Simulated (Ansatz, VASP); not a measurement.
# Cross-check of Pb between VASP and Ansatz, part 2 of 2

One calculation is typed for both programs; each brings its own data sets. How far apart do they land? Of the first pair: The structure shown is the end of the Ansatz relaxation below.

VASP 6.6.1 and Ansatz 0.2.0.

So far. Step 3 (VASP: single point, PBEsol, relaxed cell, pair 1): The run ends at a pressure of -0.02 GPa, with forces up to 0.0027 eV/Å.

**5. Ansatz: relaxation, PBEsol**

Level of this step: Ansatz beside VASP: Kohn-Sham DFT, plane waves, PBEsol (Ansatz).

The two programs are compared at the cell with which this relaxation starts, whose forces are those of its first step.

The structure compared here is the start of the Ansatz relaxation; VASP solves that cell, so the two are compared at the walk's first step.

File input.yaml:

```yaml
crystal:
  lattice:
    - [2.3996024689, 2.3996024689, 0.0]
    - [-2.3996024689, 2.3996024689, 0.0]
    - [0.0, 0.0, 43.5999812]
  atoms:
    - { symbol: Pb, position: [0.0, 0.0, 0.1472336114] }
    - { symbol: Pb, position: [0.5, 0.5, 0.2030921344] }
    - { symbol: Pb, position: [0.0, 0.0, 0.2626147921] }
    - { symbol: Pb, position: [0.5, 0.5, 0.3221374499] }
    - { symbol: Pb, position: [0.0, 0.0, 0.3779959729] }
  periodic: [true, true, false]
kpoints:
  mp_grid: { grid: [12, 12, 1] }
hamiltonian:
  xc: pbesol
  pseudopotentials: { kind: paw, azcp: { folder: soft_1 }, xc_functional: pbe }
scf:
  occupations: { method: methfessel_paxton, width: 0.2 }
output:
  forces: true
  stress: true
  eigenvalues: true
  write_density: true
  write_potential: true
  elf: true
  volumetric_format: npy
relax:
  adjacent_minimum: "off"
  f_tol: 0.001
  max_steps: 60
  cell: { stress_2d_tol: 0.002 }
```

Run with:

```
> ansatz run input.yaml --threads 4 --pin off --max-ram 16384MiB --backend cpu --events-out ev --progress --plain --runs-dir out
```

Numbers of over 12 decimals in the logs are rounded to 6 here.

Log:

```text
[...]
Crystal: 5 atoms, lattice volume = 502.105 Å³
Basis set: ecut = 420 eV, 9821 PW (Γ), exchange–correlation on 48×48×600 points (8 copies of the dense FFT grid, shifted against one another)
Bands: 42, of which v1, the nominal top of the filled ones, is band 35 counted from 1 (34 counted from 0)
Symmetry: 16 space group operations
[...]
k-points: 28 of 144
[...]
--- Relaxed structure (3 steps of the walk, 3 accepted, 1 SCFs on fresh bases) ---
[...]
cell:  # Å, volume = 502.2882 Å³
    - [2.400039, 2.400039, 0.0]
    - [-2.400039, 2.400039, 0.0]
    - [0.0, 0.0, 43.5999812]
  atoms:
    - { symbol: Pb, position: [0, 0, 0.147383] }
    - { symbol: Pb, position: [0.5, 0.5, 0.202857] }
    - { symbol: Pb, position: [0, 0, 0.26261479214] }
    - { symbol: Pb, position: [0.5, 0.5, 0.322372] }
    - { symbol: Pb, position: [0, 0, 0.377847] }
[key lines of the parts left out:]
SCF converged after 8 iterations
Free energy (F): -58785.200087 eV
Fermi energy:    -3.752176 eV
P = ½ c Tr σ = 0.0006 N/m
```

**6. VASP: single point, PBEsol, start cell, pair 2**

The same cell, functional, mesh and smearing now go to VASP, with its own data sets.

File INCAR:

```
SYSTEM = Pb
PREC = Accurate
ENCUT = 400
EDIFF = 1E-06
NELM = 120
ISMEAR = 1
SIGMA = 0.2
LREAL = .FALSE.
ALGO = Normal
GGA = PS
NBANDS = 43
LORBIT = 11
LWAVE = .FALSE.
LCHARG = .FALSE.
ISIF = 2
LDIPOL = .TRUE.
IDIPOL = 3
DIPOL = 0.5 0.5 0.263
LVHAR = .TRUE.
LASPH = .TRUE.
GGA_COMPAT = .FALSE.
NELMDL = -8
KPAR = 2
```

File POSCAR:

```
Pb
1.0
    2.3996020000      2.3996020000      0.0000000000
   -2.3996020000      2.3996020000      0.0000000000
    0.0000000000      0.0000000000     43.5999810000
Pb
5
Direct
    0.0000000000      0.0000000000      0.1472336192
    0.5000000000      0.5000000000      0.2030921298
    0.0000000000      0.0000000000      0.2626147933
    0.5000000000      0.5000000000      0.3221374569
    0.0000000000      0.0000000000      0.3779959675
```

File KPOINTS:

```
Automatic mesh
0
Gamma
12 12 1
0 0 0
```

Potentials, in the order of the species: Pb_d (PBE family, release 64).

Run with:

```
> mpirun -np 2 vasp_std
```

Log:

```text
[banner, memory and clock lines left out]
running    2 mpi-ranks, on    1 nodes
[...]
[... a notice as in an earlier step ...]

 LDA part: xc-table for (Slater+PW92), standard interpolation
 POSCAR, INCAR and KPOINTS ok, starting setup
[...]
entering main loop
       N       E                     dE             d eps       ncg     rms          rms(c)
DAV:   1     0.707752881201E+03    0.70775E+03   -0.28112E+04  2992   0.115E+03
DAV:   2     0.441451628765E+02   -0.66361E+03   -0.65737E+03  2601   0.396E+02
DAV:   3    -0.168700982657E+02   -0.61015E+02   -0.60413E+02  2812   0.171E+02
DAV:   4    -0.194883806930E+02   -0.26183E+01   -0.26149E+01  2989   0.461E+01
[...]
DAV:  25    -0.193832665504E+02   -0.61877E-05   -0.27877E-07  1605   0.430E-03    0.282E-04
DAV:  26    -0.193832686712E+02   -0.21207E-05   -0.77755E-08  1648   0.408E-03    0.181E-04
DAV:  27    -0.193832691444E+02   -0.47319E-06   -0.13620E-08  1608   0.122E-03
   1 F= -.19383269E+02 E0= -.19385024E+02  d E =0.526358E-02
```

From OUTCAR (step 6):

```text
  Total       -0.1177835     -0.1177835     -0.1865528      0.0000000     -0.0000000      0.0000000
  in kB       -0.3758377     -0.3758377     -0.5952750      0.0000000     -0.0000000      0.0000000
  external PRESSURE =      -0.4489835 kB  Pullay stress =       0.0000000 kB

 POSITION                                       TOTAL-FORCE (eV/Angst)
 -----------------------------------------------------------------------------------
      0.00000      0.00000      6.41938         0.000000      0.000000      0.039104
      0.00000      2.39960      8.85481        -0.000000      0.000000     -0.054081
      0.00000      0.00000     11.45000        -0.000000      0.000000      0.000000
      0.00000      2.39960     14.04519         0.000000     -0.000000      0.054081
      0.00000      0.00000     16.48062        -0.000000      0.000000     -0.039104
 -----------------------------------------------------------------------------------
    total drift:                               -0.000000      0.000000     -0.000469

  FREE ENERGIE OF THE ION-ELECTRON SYSTEM (eV)
  ---------------------------------------------------
  free  energy   TOTEN  =       -19.3832691444 eV

  energy  without entropy=      -19.3885327204  energy(sigma->0) =      -19.38502367

[... 3 further parts left out ...]
[key lines of the parts left out:]
E-fermi :  -0.4371
```

The run ends at a pressure of -0.04 GPa, with forces up to 0.054 eV/Å.

**7. Side by side**

Forces (eV/Å; atoms numbered as in POSCAR):

| atom | Ansatz x, y, z | VASP x, y, z |
| --- | --- | --- |
| Pb1 | 0.000, 0.000, 0.039 | 0.000, 0.000, 0.039 |
| Pb2 | 0.000, 0.000, -0.054 | 0.000, 0.000, -0.054 |
| Pb3 | 0.000, 0.000, 0.000 | 0.000, 0.000, 0.000 |
| Pb4 | 0.000, 0.000, 0.054 | 0.000, 0.000, 0.054 |
| Pb5 | 0.000, 0.000, -0.039 | 0.000, 0.000, -0.039 |

The forces differ by 0.1 meV/Å r.m.s., which is 0.5 % of the r.m.s. force of 0.024 eV/Å (both taken over all components). With vacuum in the cell, a pressure given here is an average over mostly empty space and none of the material.

**8. Ansatz: relaxation, PBEsol**

This run makes the geometry at which the two programs are then compared.

The structure compared here is the end of the Ansatz relaxation.

input.yaml is that of step 5.

Run with:

```
> ansatz run input.yaml --threads 4 --pin off --max-ram 16384MiB --backend cpu --events-out ev --progress --plain --runs-dir out
```

Log:

```text
[...]
Crystal: 5 atoms, lattice volume = 502.105 Å³
Basis set: ecut = 420 eV, 9821 PW (Γ), exchange–correlation on 48×48×600 points (8 copies of the dense FFT grid, shifted against one another)
Bands: 42, of which v1, the nominal top of the filled ones, is band 35 counted from 1 (34 counted from 0)
Symmetry: 16 space group operations
[...]
k-points: 28 of 144
[...]
--- Relaxed structure (3 steps of the walk, 3 accepted, 1 SCFs on fresh bases) ---
[...]
cell:  # Å, volume = 502.2882 Å³
    - [2.400039, 2.400039, 0.0]
    - [-2.400039, 2.400039, 0.0]
    - [0.0, 0.0, 43.5999812]
  atoms:
    - { symbol: Pb, position: [0, 0, 0.147383] }
    - { symbol: Pb, position: [0.5, 0.5, 0.202857] }
    - { symbol: Pb, position: [0, 0, 0.26261479214] }
    - { symbol: Pb, position: [0.5, 0.5, 0.322372] }
    - { symbol: Pb, position: [0, 0, 0.377847] }
[key lines of the parts left out:]
SCF converged after 8 iterations
Free energy (F): -58785.200087 eV
Fermi energy:    -3.752176 eV
P = ½ c Tr σ = 0.0006 N/m
```

**9. VASP: single point, PBEsol, relaxed cell, pair 3**

The same cell, functional, mesh and smearing now go to VASP, with its own data sets.

INCAR is that of step 6.

File POSCAR:

```
Pb
1.0
    2.4000392175      2.4000392175      0.0000000000
   -2.4000392175      2.4000392175      0.0000000000
    0.0000000000      0.0000000000     43.5999812000
Pb
5
Direct
    0.0000000000      0.0000000000      0.1473828594
    0.5000000000      0.5000000000      0.2028571519
    0.0000000000      0.0000000000      0.2626147921
    0.5000000000      0.5000000000      0.3223724324
    0.0000000000      0.0000000000      0.3778467249
```

KPOINTS is that of step 6.

Run with:

```
> mpirun -np 2 vasp_std
```

Log:

```text
[... set-up lines as in an earlier step ...]
 entering main loop
       N       E                     dE             d eps       ncg     rms          rms(c)
DAV:   1     0.707314546918E+03    0.70731E+03   -0.28194E+04  3048   0.116E+03
DAV:   2     0.443511780221E+02   -0.66296E+03   -0.65658E+03  2588   0.396E+02
DAV:   3    -0.168622413220E+02   -0.61213E+02   -0.60786E+02  2867   0.171E+02
DAV:   4    -0.194884565794E+02   -0.26262E+01   -0.26231E+01  2954   0.458E+01
[...]
DAV:  25    -0.193840724941E+02   -0.62064E-05   -0.29132E-07  1593   0.480E-03    0.329E-04
DAV:  26    -0.193840744477E+02   -0.19537E-05   -0.80790E-08  1659   0.469E-03    0.191E-04
DAV:  27    -0.193840749955E+02   -0.54783E-06   -0.12515E-08  1592   0.130E-03
   1 F= -.19384075E+02 E0= -.19385627E+02  d E =0.465673E-02
```

OUTCAR, selected parts (step 9):

```text
  Total       -0.0812833     -0.0812833     -0.0739958      0.0000000      0.0000000      0.0000000
  in kB       -0.2592739     -0.2592739     -0.2360287      0.0000000      0.0000000      0.0000000
  external PRESSURE =      -0.2515255 kB  Pullay stress =       0.0000000 kB

 POSITION                                       TOTAL-FORCE (eV/Angst)
 -----------------------------------------------------------------------------------
      0.00000      0.00000      6.42589        -0.000000     -0.000000     -0.000201
      0.00000      2.40004      8.84457        -0.000000     -0.000000      0.000245
      0.00000      0.00000     11.45000        -0.000000      0.000000      0.000000
      0.00000      2.40004     14.05543         0.000000      0.000000     -0.000245
      0.00000      0.00000     16.47411        -0.000000      0.000000      0.000201
 -----------------------------------------------------------------------------------
    total drift:                               -0.000000      0.000000     -0.000569

  FREE ENERGIE OF THE ION-ELECTRON SYSTEM (eV)
  ---------------------------------------------------
  free  energy   TOTEN  =       -19.3840749955 eV

  energy  without entropy=      -19.3887317267  energy(sigma->0) =      -19.38562724

[... 1 part as in an earlier step ...]

[... 2 further parts left out ...]
[key lines of the parts left out:]
E-fermi :  -0.4404
```

The run ends at a pressure of -0.03 GPa, with forces up to 2.4e-4 eV/Å.

**10. Side by side**

With vacuum in the cell, a pressure given here is an average over mostly empty space and none of the material.

**11. Summary of results**

| Item | Value |
| --- | --- |
| r.m.s. force difference (single point, PBEsol, relaxed cell, pair 1) | 0.18 meV/Å |
| r.m.s. force difference (single point, PBEsol, start cell, pair 2) | 0.12 meV/Å |
| r.m.s. force difference (single point, PBEsol, relaxed cell, pair 3) | 0.17 meV/Å |

What this shows: The r.m.s. force difference is 0.18 meV/Å (single point, PBEsol, relaxed cell, pair 1), within the 12 meV/Å picked in this series as the mark of a large difference. Such differences can come from data sets, numerical settings and the points named under the comparisons, not from the functional's error against experiment.

[Lines on the potential files, build, host, timing and source positions are cut from VASP's logs without a mark.]

[Logs are printed without paths, hosts, clocks, repeated set-up lines and the standing remarks that a program may print on its own settings, such as how far it seeks lower states.]

[Hosts, paths, dates, database ids (printed as entryN), source tags and the programs' standing remarks are cut or masked in the printed files.]
